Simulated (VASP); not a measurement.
Data:

```
Ga3Hg
1.0
   -2.06200     2.06200     4.51780
    2.06200    -2.06200     4.51780
    2.06200     2.06200    -4.51780
Ga Hg
3 1
Direct
  0.75000   0.25000   0.50000
  0.25000   0.75000   0.50000
  0.50000   0.50000   0.00000
  0.00000   0.00000   0.00000
```

Computed with PBEsol GGA, VASP's PBE PAW potentials (set 64) (plane waves; VASP). Numerical set-up: 400 eV cut-off, 12×12×12 Γ-centred mesh, tetrahedra with Blöchl corrections, potentials Ga_d Hg.

The cores are frozen, which limits the accuracy of field gradients.

Task: Give the principal components of the electric field gradient (V/Å²) and the asymmetry η at each nucleus.

Result: 
```
atom    Vxx    Vyy   Vzz     η
----  -----  -----  ----  ----
Ga1    -8.5   -8.5  17.0  0.00
Ga2    -8.5   -8.5  17.0  0.00
Ga3     0.4    0.4  -0.8  0.00
Hg4   -24.5  -24.5  48.9  0.00
```

The structure comes from a computed database's Ga3Hg entry (I4/mmm); how it stands against other phases isn't given here. It was relaxed first, which changed the volume by -8 %.
